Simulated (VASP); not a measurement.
VASP ran on this input.

POSCAR:
```
GePd
1
    0.0000000000     2.7263980000     2.7263980000
    2.7263980000     0.0000000000     2.7263980000
    2.7263980000     2.7263980000     0.0000000000
Ge Pd
1 1
Direct
  0.0000000000   0.0000000000   0.0000000000
  0.5000000000   0.5000000000   0.5000000000
```

KPOINTS:
```
Automatic
0
Gamma
  10 10 10
0 0 0
```

**INCAR**
```
SYSTEM = GePd
PREC = Accurate
ENCUT = 400
EDIFF = 1E-6
NELM = 100
ALGO = Normal
LREAL = .FALSE.
LASPH = .TRUE.
ISMEAR = 1
SIGMA = 0.1
METAGGA = R2SCAN
LMIXTAU = .TRUE.
LMAXMIX = 4
LWAVE = .FALSE.
LCHARG = .FALSE.
IBRION = 2
ISIF = 3
NSW = 60
EDIFFG = -0.01
```

POTCAR, in this order: Ge_d Pd (PBE.64 set). Program: vasp_std.

Translate this r2SCAN calculation to Ansatz.

One equivalent input (not run):
Ansatz 0.2 input:
```yaml
crystal:
  lattice:
    - [0.0000000, 2.7263980, 2.7263980]
    - [2.7263980, 0.0000000, 2.7263980]
    - [2.7263980, 2.7263980, 0.0000000]
  atoms:
    - { symbol: Ge, position: [0.0000000, 0.0000000, 0.0000000] }
    - { symbol: Pd, position: [0.5000000, 0.5000000, 0.5000000] }
kpoints:
  mp_grid: { grid: [10, 10, 10] }
hamiltonian:
  xc: r2scan
  pseudopotentials: { kind: paw }
scf:
  occupations: { method: methfessel_paxton, width: 0.1 }
  max_iter: 100
relax:
  max_steps: 60
  f_tol: 0.01
  cell: {}
output: { forces: true, stress: true, eigenvalues: true }
```
Limits of the translation: each code has its own PAW files, so the cut-off isn't converted (ENCUT is set for VASP's; basis.ecutwfc is left out, and Ansatz then takes the one that its files recommend); Ansatz stops its SCF on the density residual and VASP on the energy change (EDIFF).

The structure was generated: GePd was put into the rocksalt type (Fm-3m), which need not be its known phase. This run relaxes it. Symmetry was kept, so distortions that lower it aren't found.
